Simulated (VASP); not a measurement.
Given:

```xyz
2
Lattice="3.1473 0.0000 0.0000 0.0000 3.1473 0.0000 0.0000 0.0000 3.1473" Properties=species:S:1:pos:R:3 pbc="T T T"
Zn     1.5737     1.5737     1.5737
Au     0.0000     0.0250     0.0000
```

Level of theory: r2SCAN meta-GGA, VASP's PBE PAW potentials (set 64) (plane waves; VASP). Run with 480 eV cut-off, 10×10×10 Γ-centred mesh, first-order Methfessel-Paxton smearing of 0.10 eV, potentials Zn Au.

Problem. Give the force on each atom (eV/Å).

Solution. 
| atom | Fx | Fy | Fz |
|---|---|---|---|
| Zn1 | 0.000 | 0.085 | 0.000 |
| Au2 | 0.000 | -0.085 | 0.000 |

Problem. Give the stress tensor in GPa (positive for a compressed cell).

Solution. 
```
0.41  0.00  0.00
0.00  0.38  0.00
0.00  0.00  0.41
```
The pressure is its mean diagonal, 0.40 GPa.

The compound is AuZn in the CsCl type structure. This cell was strained or had an atom moved on purpose. The electron count is odd and the run is not spin-polarised, which forces a metal.
